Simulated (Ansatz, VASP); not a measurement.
# Cross-check of Ge2MoN4 (MoGe2N4 monolayer) between VASP and Ansatz

One calculation is typed for both programs; each brings its own data sets. How far apart do they land? The cell is taken from a series of runs on this material, whose earlier steps may have relaxed, scaled, displaced or heated it; both programs get it as it stands.

Program: Ansatz 0.2.0. Level of theory: plane waves, with VASP 6.6.1 beside it; single point at r2SCAN with D4. Results are calculated unless marked as measured.

### Step 1. The structure

The cell holds 7 atoms: 4 N, 2 Ge and 1 Mo. Its edges and angles: a = 2.985 Å, b = 2.985 Å, c = 25.370 Å, α = 90.0°, β = 90.0°, γ = 120.0°. Vacuum lies along c.

As a file:

```cif
data_structure
_symmetry_space_group_name_H-M 'P 1'
_symmetry_Int_Tables_number 1
_cell_length_a 2.9850
_cell_length_b 2.9850
_cell_length_c 25.3705
_cell_angle_alpha 90.000
_cell_angle_beta 90.000
_cell_angle_gamma 120.000
_cell_volume 195.77
loop_
_atom_site_label
_atom_site_type_symbol
_atom_site_fract_x
_atom_site_fract_y
_atom_site_fract_z
_atom_site_occupancy
N1 N 0.00000 0.00000 0.35474 1
N2 N 0.33333 0.66667 0.45208 1
N3 N 0.33333 0.66667 0.54792 1
N4 N 0.00000 0.00000 0.64526 1
Ge5 Ge 0.33333 0.66667 0.37876 1
Ge6 Ge 0.33333 0.66667 0.62124 1
Mo7 Mo 0.00000 0.00000 0.50000 1
```

### Step 2. VASP: single point, r2SCAN with D4

With cell and atoms fixed, the geometry can't cause a difference; cores, projectors, grids and the points listed under the comparison can.

Lines of VASP's logs that name or quote its potential files are left out, and so is its time.

Contents of INCAR:

```
SYSTEM = Ge2MoN4
PREC = Accurate
ENCUT = 580
EDIFF = 1E-06
NELM = 120
ISMEAR = -1
SIGMA = 0.05
LREAL = .FALSE.
ALGO = Normal
METAGGA = R2SCAN
IVDW = 13
VDW_S6 = 1
VDW_S8 = 0.6018749
VDW_A1 = 0.51559235
VDW_A2 = 5.77342911
LASPH = .TRUE.
NBANDS = 38
LORBIT = 11
LWAVE = .FALSE.
LCHARG = .FALSE.
ISIF = 2
LDIPOL = .TRUE.
IDIPOL = 3
DIPOL = 0.5 0.5 0.5
LVHAR = .TRUE.
GGA_COMPAT = .FALSE.
EFERMI = MIDGAP
NELMDL = -8
LMIXTAU = .TRUE.
KPAR = 2
```

Contents of POSCAR:

```
Ge2MoN4
1.0
    2.9849887572      0.0000000000      0.0000000000
   -1.4924943786      2.5850760938      0.0000000000
    0.0000000000      0.0000000000     25.3704720722
N Ge Mo
4 2 1
Direct
    0.0000000000      0.0000000000      0.3547431035
    0.3333333333      0.6666666667      0.4520760759
    0.3333333333      0.6666666667      0.5479239241
    0.0000000000      0.0000000000      0.6452568965
    0.3333333333      0.6666666667      0.3787617591
    0.3333333333      0.6666666667      0.6212382409
    0.0000000000      0.0000000000      0.5000000000
```

Contents of KPOINTS:

```
Automatic mesh
0
Gamma
18 18 1
0 0 0
```

The projector-augmented-wave data sets are N, Ge_d and Mo_sv (PBE family, release 64).

The run is started by

```console
$ mpirun -np 2 vasp_std
```

Numbers of over 12 decimals in the logs are rounded to 6 here.

What it wrote:

```text
[banner, memory and clock lines left out]
running    2 mpi-ranks, on    1 nodes
 distrk:  each k-point on    1 cores,    2 groups
 distr:  one band on    1 cores,    1 groups

 POSCAR found type information on POSCAR N GeMo
 POSCAR found :  3 types and       7 ions
|                                                                             |
|               ----> ADVICE to this user running VASP <----                  |
|                                                                             |
|     You enforced a specific xc type in the INCAR file but a different       |
|     [... a line on the potential file left out ...]
|     I HOPE YOU KNOW WHAT YOU ARE DOING!                                     |
|                                                                             |

 LDA part: xc-table for (None), standard interpolation
 POSCAR, INCAR and KPOINTS ok, starting setup
 FFT: planning ... GRIDC
 FFT: planning ... GRID_SOFT
 FFT: planning ... GRID
 WAVECAR not read
 entering main loop
       N       E                     dE             d eps       ncg     rms          rms(c)
DAV:   1     0.801614350919E+03    0.80161E+03   -0.34422E+04  3830   0.294E+03
DAV:   2     0.141231983209E+02   -0.78749E+03   -0.76089E+03  3210   0.925E+02
DAV:   3    -0.109411125643E+03   -0.12353E+03   -0.12173E+03  3718   0.225E+02
DAV:   4    -0.117340878916E+03   -0.79298E+01   -0.78766E+01  3544   0.705E+01
DAV:   5    -0.117650345754E+03   -0.30947E+00   -0.30904E+00  4178   0.124E+01
DAV:   6    -0.117658263343E+03   -0.79176E-02   -0.79146E-02  4230   0.168E+00
DAV:   7    -0.117658442156E+03   -0.17881E-03   -0.17879E-03  4324   0.226E-01
DAV:   8    -0.117658447654E+03   -0.54983E-05   -0.54981E-05  4218   0.359E-02    0.380E+01
DAV:   9    -0.102088069213E+03    0.15570E+02   -0.40399E+01  4046   0.531E+01    0.815E+00
DAV:  10    -0.101162902021E+03    0.92517E+00   -0.65372E+00  3236   0.144E+01    0.732E+00
DAV:  11    -0.101098170298E+03    0.64732E-01   -0.79809E-01  3306   0.872E+00    0.192E+00
DAV:  12    -0.987940612973E+02    0.23041E+01   -0.23078E-01  3432   0.390E+00    0.109E+00
DAV:  13    -0.991212751275E+02   -0.32721E+00   -0.30690E-02  3416   0.169E+00    0.333E-01
DAV:  14    -0.975214349715E+02    0.15998E+01   -0.49692E-02  3010   0.230E+00    0.313E-01
[...]
DAV:  65    -0.928388483205E+02   -0.48218E-03   -0.25355E-04  2656   0.124E-01    0.142E-01
DAV:  66    -0.928388957227E+02   -0.47402E-04   -0.20176E-06  2660   0.104E-02    0.142E-01
DAV:  67    -0.928388378134E+02    0.57909E-04   -0.43461E-05  2528   0.494E-02    0.143E-01
DAV:  68    -0.928388467513E+02   -0.89379E-05   -0.92470E-07  2242   0.741E-03    0.143E-01
DAV:  69    -0.928384506354E+02    0.39612E-03   -0.30273E-04  2974   0.141E-01    0.172E-01
DAV:  70    -0.928388918992E+02   -0.44126E-03   -0.49649E-04  2818   0.168E-01    0.171E-01
DAV:  71    -0.928388885078E+02    0.33913E-05   -0.48575E-06  3092   0.138E-02    0.172E-01
DAV:  72    -0.928388891789E+02   -0.67103E-06   -0.21039E-07  2072   0.403E-03
   1 F= -.93584070E+02 E0= -.93584070E+02  d E =-.730100E-07
```

Parts of OUTCAR (step 2):

```text
ion  position               nearest neighbor table
   1  0.000  0.000  0.355-   5 1.83   5 1.83   5 1.83
   2  0.333  0.667  0.452-   5 1.86   7 2.11   7 2.11   7 2.11
   3  0.333  0.667  0.548-   6 1.86   7 2.11   7 2.11   7 2.11
   4  0.000  0.000  0.645-   6 1.83   6 1.83   6 1.83
   5  0.333  0.667  0.379-   1 1.83   1 1.83   1 1.83   2 1.86
   6  0.333  0.667  0.621-   4 1.83   4 1.83   4 1.83   3 1.86
   7  0.000  0.000  0.500-   2 2.11   3 2.11   2 2.11   3 2.11   2 2.11   3 2.11

  LATTYP: Found a hexagonal cell.
 ALAT       =     2.9849887572
 C/A-ratio  =     8.4993526394

 Subroutine GETGRP returns: Found 12 space group operations
 (whereof 12 operations were pure point group operations)

The static configuration has the point symmetry D_3h.

 Found     37 irreducible k-points:

   k-points           NKPTS =     37   k-points in BZ     NKDIM =     37   number of bands    NBANDS=     38

   dimension x,y,z NGX =    24 NGY =   24 NGZ =  200
   dimension x,y,z NGXF=    48 NGYF=   48 NGZF=  400

   ENCUT  =  580.0 eV  42.63 Ry    6.53 a.u.   5.86  5.86 49.82*2*pi/ulx,y,z

   NELECT =      62.0000    total number of electrons

 k-points in reciprocal lattice and weights: Automatic mesh
   0.00000000  0.00000000  0.00000000       0.003
   0.05555556  0.00000000  0.00000000       0.019
   0.11111111  0.00000000  0.00000000       0.019
   0.16666667  0.00000000  0.00000000       0.019
   0.22222222 -0.00000000  0.00000000       0.019
   0.27777778 -0.00000000  0.00000000       0.019
   0.33333333  0.00000000  0.00000000       0.019
   0.38888889  0.00000000  0.00000000       0.019
   0.44444444 -0.00000000  0.00000000       0.019
[...]
0.33333333  0.27777778  0.00000000       0.037
   0.33333333  0.33333333  0.00000000       0.006

 dipolmoment           0.000000      0.000000     -0.000000 electrons x Angstroem

 average (electrostatic) potential at core
       1 -72.1389       2 -71.9466       3 -71.9466       4 -72.1389       5 -85.2825
       6 -85.2825       7 -87.7145

 E-fermi :   0.3865

 k-point     1 :       0.0000    0.0000    0.0000
  band No.  band energies     occupation
    ...
     27      -3.3725      2.00000
     28      -2.9810      2.00000
     29      -2.9810      2.00000
     30      -2.3166      2.00000
     31      -0.3496      2.00000
     32       2.4065      0.00000
     33       2.4648      0.00000
     34       2.7600      0.00000
     35       2.7600      0.00000
     36       2.7872      0.00000
    ...

 k-point     2 :       0.0556    0.0000    0.0000
  band No.  band energies     occupation
    ...
     27      -3.4381      2.00000
     28      -3.1332      2.00000
     29      -3.0389      2.00000
     30      -2.2166      2.00000
     31      -0.3218      2.00000
     32       2.2446      0.00000
     33       2.4136      0.00000
     34       2.7408      0.00000
     35       2.8759      0.00000
     36       2.9536      0.00000
    ...

 k-point     3 :       0.1111    0.0000    0.0000
  band No.  band energies     occupation
    ...
     27      -3.6087      2.00000
     28      -3.3133      2.00000
     29      -3.2008      2.00000
     30      -2.1428      2.00000
     31      -0.3960      2.00000
     32       2.0900      0.00000
     33       2.3896      0.00000
     34       2.6871      0.00000
     35       3.1194      0.00000
     36       3.4391      0.00000
    ...

  DFT-D4 for vdW energy calculation

  Edisp (eV):   -0.74518

  Total       1.68539     1.68539     1.36330     0.00000     0.00000    -0.00000
  in kB      13.79324    13.79324    11.15724     0.00000     0.00000    -0.00000
  external pressure =       12.91 kB  Pullay stress =        0.00 kB

  energy-cutoff  :      580.00
  volume of cell :      195.77
      direct lattice vectors                 reciprocal lattice vectors
     2.984988757  0.000000000  0.000000000     0.335009637  0.193417904  0.000000000
    -1.492494379  2.585076094  0.000000000     0.000000000  0.386835808  0.000000000
     0.000000000  0.000000000 25.370472072     0.000000000  0.000000000  0.039415900

 POSITION                                       TOTAL-FORCE (eV/Angst)
 -----------------------------------------------------------------------------------
      0.00000      0.00000      9.00000        -0.000000      0.000000     -0.096504
     -0.00000      1.72338     11.46938        -0.000000     -0.000000      0.001869
     -0.00000      1.72338     13.90109        -0.000000     -0.000000     -0.001869
      0.00000      0.00000     16.37047        -0.000000      0.000000      0.096504
     -0.00000      1.72338      9.60936         0.000000     -0.000000     -0.017356
     -0.00000      1.72338     15.76111         0.000000     -0.000000      0.017356
      0.00000      0.00000     12.68524        -0.000000     -0.000000      0.000000
 -----------------------------------------------------------------------------------
    total drift:                               -0.000000      0.000000     -0.000000

  FREE ENERGIE OF THE ION-ELECTRON SYSTEM (eV)
  ---------------------------------------------------
  free  energy   TOTEN  =       -93.5840703293 eV

  energy  without entropy=      -93.5840702563  energy(sigma->0) =      -93.58407029

 vacuum level on the upper side and lower side of the slab         5.365         5.365

 total charge
# of ion       s       p       d       tot
------------------------------------------
    1        1.250   2.579   0.000   3.829
    2        1.253   2.523   0.000   3.776
    3        1.253   2.523   0.000   3.776
    4        1.250   2.579   0.000   3.829
    5        1.004   1.403  10.387  12.794
    6        1.004   1.403  10.387  12.794
    7        2.294   6.263   3.812  12.369
--------------------------------------------------
tot          9.308  19.274  24.586  53.167

[... 3 further parts left out ...]
```

This run has no spin polarisation, so a moment on Mo, if there is one, isn't seen.

(Continued in part 2 of 2.)

[Lines on the potential files, build, host, timing and source positions are cut from VASP's logs without a mark.]

[Logs are printed without paths, hosts, clocks, repeated set-up lines and the standing remarks that a program may print on its own settings, such as how far it seeks lower states.]

[Hosts, paths, dates, database ids (printed as entryN), source tags and the programs' standing remarks are cut or masked in the printed files.]
